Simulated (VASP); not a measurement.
**Mg6FeBi: single point with RPBE**

Crystal: Mg6FeBi.

```
CELL_PARAMETERS angstrom
5.00498 0.00000 0.00000
0.00000 3.16472 5.46485
0.00000 -3.16472 5.46485
ATOMIC_POSITIONS crystal
Bi 0.50000 0.67078 0.67078
Fe 0.00000 0.84742 0.84742
Mg 0.50000 0.16847 0.16847
Mg 0.50000 0.67487 0.15041
Mg 0.50000 0.15041 0.67487
Mg 0.00000 0.33396 0.33396
Mg 0.00000 0.84040 0.31372
Mg 0.00000 0.31372 0.84040
```

The cell comes from a database or a generator and needn't be the stable form of this composition.

```
Program             : VASP 6.6.1
Task                : single point
Functional          : RPBE
Potentials or basis : VASP PAW PBE potentials, release 64 (Bi_d, Fe_pv, Mg_pv)
Cutoff              : 520 eV
k mesh              : 6 × 5 × 5
Occupations         : gaussian, width 0.02 eV
Spin                : collinear spin, ferromagnetic start
Starting moments    : [0.0, 3.0, 0.0, 0.0, 0.0, 0.0, 0.0, 0.0] μB
```

| Property | Result |
| --- | --- |
| Pressure | 1.7 GPa |
| Largest force | 0.116 eV/Å |
| Band gap on the k mesh | none (metal or under the smearing width) |
| Net moment | 2.60 μB per cell |
| Site moments | Bi -0.00; Fe +2.71; Mg +0.01, -0.01 μB |
| Valence electrons inside the program's atomic spheres | Bi 12.93; Fe 12.47; Mg 6.30, 6.29 |

Forces in eV/Å, atoms in the order of the input:
```
Bi   0.000  0.000 -0.116
Fe   0.000  0.000  0.101
Mg   0.000  0.000  0.007
Mg   0.000 -0.097  0.003
Mg   0.000  0.097  0.003
Mg   0.000  0.000 -0.029
Mg   0.000  0.008  0.015
Mg   0.000 -0.008  0.015
```

Stress tensor (GPa, compression positive):
```
1.02 0.00 0.00
0.00 2.14 0.00
0.00 0.00 1.80
```

Levels at points of the mesh, in eV from the Fermi level:
Spin up:
```csv
k point,band 37,band 38,band 39,band 40,band 41,band 42,band 43,band 44
"(0.00, 0.00, 0.00)",-2.06,-1.78,-1.64,-0.63,1.38,2.21,2.70,2.78
"(0.50, 0.00, 0.00)",-1.87,-1.10,-1.00,-0.78,-0.39,-0.37,0.21,0.24
```
Spin down:
| k point | band 34 | band 35 | band 36 | band 37 | band 38 | band 39 | band 40 | band 41 |
| --- | --- | --- | --- | --- | --- | --- | --- | --- |
| (0.00, 0.00, 0.00) | -2.18 | -1.25 | -0.51 | -0.30 | 0.23 | 0.45 | 0.84 | 1.79 |
| (0.50, 0.00, 0.00) | -1.28 | -1.27 | -1.16 | -0.91 | -0.68 | -0.48 | -0.39 | 0.57 |

Wall time 9.4 min on 1 thread of Intel(R) Xeon(R) Platinum 8488C (Sapphire Rapids), with other jobs on the host, peak memory 0.66 GiB.

Caveat: the PAW data sets were made with another functional, which shifts forces and pressure a little; spin-orbit coupling is left out, which moves the levels of the heavy elements.
